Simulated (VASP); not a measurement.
A VASP calculation is set up with these files.

INCAR:
```
SYSTEM = MoS2
PREC = Accurate; ENCUT = 520; LREAL = .FALSE.
LASPH = .TRUE.
EDIFF = 1E-7; NELM = 100; ALGO = Normal
LMAXMIX = 4
ISMEAR = -5
GGA = BO; LUSE_VDW = .TRUE.; AGGAC = 0.0
PARAM1 = 0.1833333333; PARAM2 = 0.22
ISIF = 2
LWAVE = .FALSE.; LCHARG = .TRUE.; LORBIT = 11
NEDOS = 601
LEFG = .TRUE.
```

File POSCAR:
```
MoS2
3.1934270
  0.5000000335  -0.8660253728   0.0000000000
  0.5000000335   0.8660253728   0.0000000000
  0.0000000000   0.0000000000   3.9036709271
Mo S
2 4
direct
  0.3333330000   0.6666670000   0.2500000000
  0.6666670000   0.3333330000   0.7500000000
  0.3333330000   0.6666670000   0.8759251023
  0.6666670000   0.3333330000   0.3759251023
  0.6666670000   0.3333330000   0.1240748977
  0.3333330000   0.6666670000   0.6240748977
```

KPOINTS:
```
Automatic mesh
0
Gamma
9 9 2
0 0 0
```

POTCAR, in this order: Mo_sv S (PBE.64 set). Program: vasp_std.

Task: Write an equivalent input for Quantum ESPRESSO's pw.x.

Result: One equivalent input (not run):
```
&CONTROL
  calculation = 'scf'
  pseudo_dir = './pseudo'
  outdir = './out'
  tprnfor = .true.
  tstress = .true.
/
&SYSTEM
  ibrav = 0
  nat = 6
  ntyp = 2
  ecutwfc = 80
  occupations = 'tetrahedra'
  input_dft = 'vdw-df-obk8'
/
&ELECTRONS
  conv_thr = 7.3e-09
  electron_maxstep = 100
/
ATOMIC_SPECIES
  Mo 95.950 Mo.upf
  S 32.060 S.upf
CELL_PARAMETERS angstrom
     1.5967136   -2.7655888    0.0000000
     1.5967136    2.7655888    0.0000000
     0.0000000    0.0000000   12.4660881
ATOMIC_POSITIONS crystal
  Mo   0.3333330  0.6666670  0.2500000
  Mo   0.6666670  0.3333330  0.7500000
  S    0.3333330  0.6666670  0.8759251
  S    0.6666670  0.3333330  0.3759251
  S    0.6666670  0.3333330  0.1240749
  S    0.3333330  0.6666670  0.6240749
K_POINTS automatic
  9 9 2 0 0 0
```
Limits of the translation: the potentials are each code's own (VASP's PAW set, PseudoDojo norm-conserving files in pw.x), so ENCUT and ecutwfc are chosen apart and not converted; conv_thr bounds pw.x's estimated SCF error, while EDIFF bounds the energy change between steps; the field gradients of LEFG aren't asked of the other code.

The compound is MoS2 in the 2H layered structure. It was relaxed first.
